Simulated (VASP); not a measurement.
Calculation: r2SCAN meta-GGA, VASP's PBE PAW potentials (set 64) (plane waves; VASP 6.6.1).

VASP ran on this input.

### POSCAR
```
Ge
1
    0.0000000000     2.7899835634     2.7899835634
    2.7899835634     0.0000000000     2.7899835634
    2.7899835634     2.7899835634     0.0000000000
Ge
2
Direct
  0.0000000000   0.0000000000   0.0000000000
  0.2500000000   0.2500000000   0.2500000000
```

**INCAR**
```
ALGO = Normal
EDIFF = 1E-7
ENCUT = 480
ISIF = 2
ISMEAR = 0
LASPH = .TRUE.
LCHARG = .FALSE.
LMAXMIX = 4
LMIXTAU = .TRUE.
LREAL = .FALSE.
LWAVE = .FALSE.
METAGGA = R2SCAN
NELM = 100
PREC = Accurate
SIGMA = 0.05
SYSTEM = Ge
```

File KPOINTS:
```
Automatic mesh
0
Gamma
8 8 8
0 0 0
```

POTCAR, in this order: Ge_d (PBE.64 set). Program: vasp_std.

What VASP printed:

OSZICAR:
```
       N       E                     dE             d eps       ncg     rms          rms(c)
DAV:   1     0.138317627777E+03    0.13832E+03   -0.15152E+04  1092   0.423E+03
DAV:   2    -0.104781060107E+02   -0.14880E+03   -0.14551E+03  1046   0.520E+02
DAV:   3    -0.298087948685E+02   -0.19331E+02   -0.19188E+02  1160   0.144E+02
DAV:   4    -0.303815728402E+02   -0.57278E+00   -0.57149E+00  1210   0.287E+01
DAV:   5    -0.303909273461E+02   -0.93545E-02   -0.93508E-02  1166   0.375E+00    0.357E+00
DAV:   6    -0.277091372480E+02    0.26818E+01   -0.36054E-01  1256   0.116E+01    0.207E+00
DAV:   7    -0.280586389267E+02   -0.34950E+00   -0.40398E-01  1338   0.963E+00    0.359E-01
DAV:   8    -0.277068433128E+02    0.35180E+00   -0.11460E-01  1260   0.535E+00    0.136E-01
DAV:   9    -0.275776848934E+02    0.12916E+00   -0.78310E-02  1044   0.191E+00    0.743E-02
DAV:  10    -0.275911502703E+02   -0.13465E-01   -0.95102E-03  1208   0.164E+00    0.601E-02
DAV:  11    -0.277046331569E+02   -0.11348E+00   -0.49282E-02  1044   0.128E+00    0.304E-02
DAV:  12    -0.277050812058E+02   -0.44805E-03   -0.64077E-04  1132   0.206E-01    0.279E-02
DAV:  13    -0.277051248397E+02   -0.43634E-04   -0.77944E-06  1254   0.371E-02    0.253E-02
DAV:  14    -0.277053519128E+02   -0.22707E-03   -0.22234E-04  1074   0.227E-01    0.868E-03
DAV:  15    -0.277053989734E+02   -0.47061E-04   -0.73534E-05  1096   0.937E-02    0.746E-03
DAV:  16    -0.277053965827E+02    0.23907E-05   -0.24369E-06  1124   0.168E-02    0.661E-03
DAV:  17    -0.277053966447E+02   -0.62016E-07   -0.29841E-08   768   0.206E-03
   1 F= -.27705397E+02 E0= -.27705397E+02  d E =-.145537E-13
```

File OUTCAR:
```
------------------------ aborting loop because EDIFF is reached ----------------------------------------
  FORCE on cell =-STRESS in cart. coord.  units (eV):
  Direction    XX          YY          ZZ          XY          YZ          ZX
  --------------------------------------------------------------------------------------
  Total        1.0985104      1.0985104      1.0985104     -0.0000000      0.0000000     -0.0000000
  in kB       40.5209680     40.5209680     40.5209680     -0.0000000      0.0000000     -0.0000000
  external PRESSURE =      40.5209680 kB  Pullay stress =       0.0000000 kB
  volume of cell :       43.43
      direct lattice vectors                 reciprocal lattice vectors
     0.000000000  2.789983563  2.789983563    -0.179212525  0.179212525  0.179212525
     2.789983563  0.000000000  2.789983563     0.179212525 -0.179212525  0.179212525
     2.789983563  2.789983563  0.000000000     0.179212525  0.179212525 -0.179212525
 POSITION                                       TOTAL-FORCE (eV/Angst)
 -----------------------------------------------------------------------------------
      0.00000      0.00000      0.00000        -0.000000     -0.000000      0.000000
      1.39499      1.39499      1.39499         0.000000      0.000000      0.000000
 -----------------------------------------------------------------------------------
    total drift:                                0.000000      0.000000      0.000000
  FREE ENERGIE OF THE ION-ELECTRON SYSTEM (eV)
  ---------------------------------------------------
  free  energy   TOTEN  =       -27.7053966447 eV

  energy  without entropy=      -27.7053966447  energy(sigma->0) =      -27.70539664
```
(Selected blocks of OUTCAR.)

The compound is Ge in the diamond structure. This cell was strained or had an atom moved on purpose.
